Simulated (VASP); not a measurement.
Shape and ions are relaxed at each volume.

Energy against volume of Tc (hcp). Method: PW91 GGA, VASP's PBE PAW potentials (set 64) (plane waves; VASP).

| V (Å³/atom) | E (eV/atom) |
|---|---|
| 13.592 | -10.26241 |
| 14.025 | -10.30501 |
| 14.459 | -10.31889 |
| 14.893 | -10.30834 |
| 15.327 | -10.27709 |

**Question.** Fit a third-order Birch-Murnaghan equation of state.

**Answer.** 
```yaml
volume_per_atom: 14.48 Å³/atom
bulk_modulus: 2980 kbar
pressure_derivative_of_the_bulk_modulus: 4.46
```

Measured: bulk modulus 303 GPa at 0 K (computed value off by -1.7 %), as given by Vázquez-Parga, Fernández-Martínez, Viñes, J. Chem. Theory Comput. (2023), doi:10.1021/acs.jctc.3c00612, Supporting … [zero-point energy and finite temperature contributions removed].

The compound is Tc in the hcp structure. It was relaxed first.
